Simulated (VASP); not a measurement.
An input for Quantum ESPRESSO's pw.x (written as the equivalent of a VASP run, and not itself run):

```
&CONTROL
  calculation = 'vc-relax'
  pseudo_dir = './pseudo'
  outdir = './out'
  tprnfor = .true.
  tstress = .true.
  nstep = 30
  forc_conv_thr = 0.00039
/
&SYSTEM
  ibrav = 0
  nat = 3
  ntyp = 2
  ecutwfc = 84
  occupations = 'smearing'
  smearing = 'methfessel-paxton'
  degauss = 0.00735
  input_dft = 'rpbe'
/
&ELECTRONS
  conv_thr = 7.3e-09
  electron_maxstep = 100
/
&IONS
/
&CELL
  cell_dofree = 'shape'
/
ATOMIC_SPECIES
  Mg 24.305 Mg.upf
  B 10.810 B.upf
CELL_PARAMETERS angstrom
     1.5650417   -2.7107312    0.0000000
     1.5650417    2.7107312    0.0000000
     0.0000000    0.0000000    3.5715905
ATOMIC_POSITIONS crystal
  Mg   1.0000000  1.0000000  0.0000000
  B    0.3333330  0.6666670  0.5000000
  B    0.6666670  0.3333330  0.5000000
K_POINTS automatic
  11 11 9 0 0 0
```

**Question.** Write the VASP files for the same calculation (RPBE).

**Answer.** One answer among several that fit: 
**POSCAR**
```
MgB2
1.0
  1.5650416665  -2.7107311751   0.0000000000
  1.5650416665   2.7107311751   0.0000000000
  0.0000000000   0.0000000000   3.5715904770
Mg B
1 2
Cartesian
  3.1300833330   0.0000000000   0.0000000000
  1.5650416665   0.9035788655   1.7857952385
  1.5650416665  -0.9035788655   1.7857952385
```

### INCAR
```
# general
SYSTEM = MgB2
PREC   = Accurate
ENCUT  = 520
LREAL  = .FALSE.
LASPH  = .TRUE.

# electronic loop
EDIFF  = 1E-7
NELM   = 100
ALGO   = Normal

# smearing
ISMEAR = 1
SIGMA  = 0.1

# functional
GGA    = RP

# ions
IBRION = 2
NSW    = 30
ISIF   = 4
EDIFFG = -0.01

# output
LWAVE  = .FALSE.
LCHARG = .FALSE.
```

**KPOINTS**
```
Automatic mesh
0
gamma
11 11 9
0 0 0
```

POTCAR, in this order: Mg B (PBE.64 set). Program: vasp_std.

What does not carry over: the potentials are each code's own (VASP's PAW set, PseudoDojo norm-conserving files in pw.x), so ENCUT and ecutwfc are chosen apart and not converted; conv_thr bounds pw.x's estimated SCF error, while EDIFF bounds the energy change between steps; forc_conv_thr acts on force components and is met together with etot_conv_thr.

The compound is MgB2 in the AlB2 type structure. This cell is one point of a volume scan, at 1.03 of the reference volume. Symmetry was kept, so distortions that lower it aren't found.
